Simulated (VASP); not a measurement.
Consider the following.

```yaml
crystal:
  lattice:
    - [2.80479, 0.00000, 0.00000]
    - [0.00000, 2.80479, 0.00000]
    - [0.00000, 0.00000, 3.49532]
  atoms:
    - { symbol: Cu, position: [0.00000, 0.00000, 0.00000] }
    - { symbol: Au, position: [0.50000, 0.50000, 0.50000] }
```

Computed with optB86b-vdW, VASP's PBE PAW potentials (set 64) (plane waves; VASP). Numerical set-up: 520 eV cut-off, 13×13×10 Γ-centred mesh, first-order Methfessel-Paxton smearing of 0.10 eV, potentials Cu Au.

Give the stress tensor in GPa (positive for a compressed cell).

```
11.33   0.00   0.00
 0.00  11.33   0.00
 0.00   0.00  11.26
```
The pressure is its mean diagonal, 11.31 GPa.

The compound is CuAu in the L1_0 structure. This cell is one point of a volume scan, at 0.94 of the reference volume.
